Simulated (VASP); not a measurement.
Given:

```
CELL_PARAMETERS angstrom
      6.24828     3.60745     2.37155
     -6.24828     3.60745     2.37155
      0.00000    -7.21490     2.37155
ATOMIC_POSITIONS crystal
  Si 0.21436 0.72975 0.94305
  Si 0.78564 0.27025 0.05695
  Si 0.94305 0.21436 0.72975
  Si 0.05695 0.78564 0.27025
  Si 0.72975 0.94305 0.21436
  Si 0.27025 0.05695 0.78564
  O  0.53691 0.22271 0.97005
  O  0.46309 0.77729 0.02995
  O  0.97005 0.53691 0.22271
  O  0.02995 0.46309 0.77729
  O  0.22271 0.97005 0.53691
  O  0.77729 0.02995 0.46309
  O  0.83429 0.15664 0.19615
  O  0.16571 0.84336 0.80385
  O  0.19615 0.83429 0.15664
  O  0.80385 0.16571 0.84336
  O  0.15664 0.19615 0.83429
  O  0.84336 0.80385 0.16571
```

All values below come from r2SCAN meta-GGA, VASP's PBE PAW potentials (set 64) (plane waves; VASP). Run with LREAL = Auto, 520 eV cut-off, 4×4×4 Γ-centred mesh, tetrahedra with Blöchl corrections, potentials Si O.

**Question.** Tabulate the total density of states (states/eV per cell) against energy (eV; zero at the valence-band maximum or, without a gap, the Fermi level).

**Answer.** 
(E (eV), DOS (states/eV)): (-9.96, 0.00); (-9.12, 2.62); (-8.28, 3.28); (-7.44, 4.58); (-6.60, 4.78); (-5.88, 4.28); (-5.04, 7.04); (-4.20, 0.00); (-3.36, 9.27); (-2.52, 18.9); (-1.68, 22.2); (-0.84, 8.45); (-0.12, 13.2); (0.72, 0.00); (1.56, 0.00); (2.40, 0.00); (3.24, 0.00); (4.08, 0.00); (4.92, 0.00); (5.76, 0.00); (6.60, 0.10); (7.32, 1.33); (8.16, 1.24); (9.00, 3.65); (9.84, 7.84)
Within 2 eV below the valence-band maximum the largest weight inside VASP's projection spheres is O p.

The structure comes from a computed database's SiO2 entry (R-3); how it stands against other phases isn't given here. It was relaxed first.
